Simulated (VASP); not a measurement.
Crystal: Sn2Ge.

```
Sn Ge
1.0
     4.56676    0.00000    0.00000
    -2.28338    3.95493    0.00000
     0.00000    0.00000    4.25578
Sn Ge
2 1
Direct
  0.00000 0.00000 0.50000
  0.66667 0.33333 0.50000
  0.00000 0.00000 0.00000
```

The cell was built by a generator and needn't be a form met in nature.

| Item | Value |
| --- | --- |
| Program | VASP 6.6.1 |
| Task | relaxation of cell and atoms |
| Functional | PBE |
| Potentials or basis | VASP PAW PBE potentials, release 64 (Sn_d, Ge_d) |
| Cutoff | 520 eV |
| k mesh | 5 × 5 × 5 |
| Occupations | gaussian, width 0.15 eV |
| Spin | no spin polarisation |

At the start: pressure 41.4 GPa; volume 25.62 Å³/atom.

Q: Where does the relaxation end?

A: Over 13 steps the energy falls by 1533.6 meV/atom and the volume is 39.99 Å³/atom (+56.1 %); space group P-6m2 (No. 187, to 0.05 Å).

Step by step:
```csv
step,energy change (eV),largest force (eV/Å),pressure (GPa),volume (Å³)
1,0.0000,0.0000,41.38,76.86
2,-2.9199,0.0000,-6.21,170.06
3,-4.5347,0.0000,0.13,118.01
4,-4.5409,0.0000,0.00,116.71
5,-3.8445,0.0000,11.32,95.68
6,-4.5435,0.0000,1.93,114.78
7,-4.5433,0.0000,0.60,115.67
8,-4.5907,0.0000,0.11,119.46
9,-4.5991,0.0000,-0.58,122.09
10,-4.5988,0.0000,-0.47,121.50
11,-4.5998,0.0000,0.25,119.49
12,-4.6009,0.0000,-0.30,120.46
13,-4.6007,0.0000,0.09,119.96
```

Final structure:
```yaml
crystal:
  lattice:
    - [5.07888, 0.00000, 0.00000]
    - [-2.53944, 4.39844, 0.00000]
    - [0.00000, 0.00000, 5.36999]
  atoms:
    - { symbol: Sn, position: [0.00000, 0.00000, 0.50000] }
    - { symbol: Sn, position: [0.66667, 0.33333, 0.50000] }
    - { symbol: Ge, position: [0.00000, 0.00000, 0.00000] }
```

Caveat: the volume moved by over 15 % at a fixed basis, so the end points are rough.
